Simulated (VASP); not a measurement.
Consider the following.

```
LiCl
1.0
    0.00000     2.62533     2.62533
    2.62533     0.00000     2.62533
    2.62533     2.62533     0.00000
Li Cl
1 1
Cartesian
  0.00000   0.00000   0.00000
  2.62533   2.62533   2.62533
```

All values below come from RPBE GGA, VASP's PBE PAW potentials (set 64) (plane waves; VASP 6.6.1). Run with 520 eV cut-off, Gaussian smearing of 0.050 eV, potentials Li_sv Cl.

Give the energies of bands 3 to 8 at the high-symmetry points, in eV from the valence-band maximum.

| band | Γ | X | U | L | W |
|---|---|---|---|---|---|
| 3 | 0.00 | -2.53 | -2.16 | -2.48 | -1.84 |
| 4 | 0.00 | -0.96 | -1.55 | -0.23 | -1.84 |
| 5 | 0.00 | -0.96 | -0.72 | -0.23 | -0.93 |
| 6 | 6.22 | 7.91 | 8.20 | 6.91 | 9.45 |
| 7 | 11.98 | 8.57 | 9.90 | 9.62 | 10.15 |
| 8 | 11.98 | 12.10 | 11.25 | 9.62 | 10.39 |

The gap is direct, 6.22 eV, from the valence maximum at Γ to the conduction minimum at Γ.

Measured: gap 9.40 eV (computed value off by -3.18 eV), as given by Wei Chen et al., Physical Review Materials (2018), doi:10.1103/physrevmaterials.2.073803.

The compound is LiCl in the rock salt structure. It was relaxed first, which changed the volume by +7 %.
